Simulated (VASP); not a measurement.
# K3Ge: single point with PBE

The system is K3Ge.

```
CELL_PARAMETERS angstrom
0.00000 4.31101 4.31101
4.31101 0.00000 4.31101
4.31101 4.31101 0.00000
ATOMIC_POSITIONS crystal
Ge 0.00000 0.00000 0.00000
K 0.50000 0.50000 0.50000
K 0.75000 0.75000 0.75000
K 0.25000 0.25000 0.25000
```

The cell comes from a database or a generator and needn't be the stable form of this composition.

| Item | Value |
| --- | --- |
| Program | VASP 6.6.1 |
| Task | single point |
| Functional | PBE |
| Potentials or basis | VASP PAW PBE potentials, release 64 (Ge_d, K_sv) |
| Cutoff | 520 eV |
| k mesh | 6 × 6 × 6 |
| Occupations | fermi-dirac, width 0.05 eV |
| Spin | no spin polarisation |

* Pressure: 0.0 GPa
* Band gap on the k mesh: none (metal or under the smearing width)

Levels at points of the mesh, in eV from the Fermi level:
| k point | band 18 | band 19 | band 20 | band 21 | band 22 | band 23 | band 24 | band 25 |
| --- | --- | --- | --- | --- | --- | --- | --- | --- |
| (0.00, 0.00, 0.00) | -6.90 | -0.01 | 0.09 | 0.09 | 0.09 | 2.48 | 2.48 | 3.18 |
| (0.50, 0.00, 0.00) | -6.74 | -1.31 | -0.03 | -0.03 | 1.75 | 2.95 | 2.95 | 2.99 |
| (0.50, 0.50, 0.00) | -6.71 | -1.10 | -0.02 | -0.02 | 0.99 | 1.67 | 3.67 | 4.04 |

Wall time 46 s on 1 thread of Intel(R) Xeon(R) 6975P-C (Granite Rapids) (shared host), peak memory 0.33 GiB.
